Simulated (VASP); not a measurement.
An input for Quantum ESPRESSO's pw.x (written as the equivalent of a VASP run, and not itself run):

```
&CONTROL
  calculation = 'vc-relax'
  pseudo_dir = './pseudo'
  outdir = './out'
  tprnfor = .true.
  tstress = .true.
  nstep = 40
  forc_conv_thr = 0.00039
/
&SYSTEM
  ibrav = 0
  nat = 4
  ntyp = 1
  ecutwfc = 80
  occupations = 'smearing'
  smearing = 'methfessel-paxton'
  degauss = 0.00735
  input_dft = 'pbe'
/
&ELECTRONS
  conv_thr = 7.3e-09
  electron_maxstep = 100
/
&IONS
/
&CELL
  press = 50
/
ATOMIC_SPECIES
  Ga 69.723 Ga.upf
CELL_PARAMETERS angstrom
     2.1903555   -3.7917874   -0.0000000
     2.1903555    3.7917874    0.0000000
     0.0000000    0.0000000    4.5009426
ATOMIC_POSITIONS crystal
  Ga   0.1549854  0.8450146  0.9177508
  Ga   0.3450146  0.6549854  0.4177508
  Ga   0.6549854  0.3450146  0.5822492
  Ga   0.8450146  0.1549854  0.0822492
K_POINTS automatic
  8 8 6 0 0 0
```

Problem. Translate this input to VASP (INCAR, KPOINTS, POSCAR, choice of POTCAR).

Solution. One answer among several that fit: 
**KPOINTS**
```
Automatic mesh
0
gamma
  8 8 6
0 0 0
```

INCAR:
```
SYSTEM = Ga
PREC = Accurate
ENCUT = 480
EDIFF = 1E-7
NELM = 100
ALGO = Normal
LREAL = .FALSE.
LASPH = .TRUE.
ISMEAR = 1
SIGMA = 0.1
GGA = PE
LMAXMIX = 4
LWAVE = .FALSE.
LCHARG = .FALSE.
ISIF = 3
IBRION = 2
NSW = 40
EDIFFG = -0.01
PSTRESS = 50
```

POSCAR:
```
Ga
1
    2.1903554941    -3.7917873596    -0.0000000000
    2.1903554941     3.7917873596     0.0000000000
    0.0000000000     0.0000000000     4.5009426077
Ga
4
Direct
  0.1549854430   0.8450145570   0.9177507739
  0.3450145570   0.6549854430   0.4177507739
  0.6549854430   0.3450145570   0.5822492261
  0.8450145570   0.1549854430   0.0822492261
```

POTCAR, in this order: Ga_d (PBE.64 set). Program: vasp_std.

Limits of the translation: the potentials are each code's own (VASP's PAW set, PseudoDojo norm-conserving files in pw.x), so ENCUT and ecutwfc are chosen apart and not converted; conv_thr bounds pw.x's estimated SCF error, while EDIFF bounds the energy change between steps; forc_conv_thr acts on force components and is met together with etot_conv_thr.

The compound is Ga in the alpha structure. It was relaxed first under an external pressure of 5 GPa.
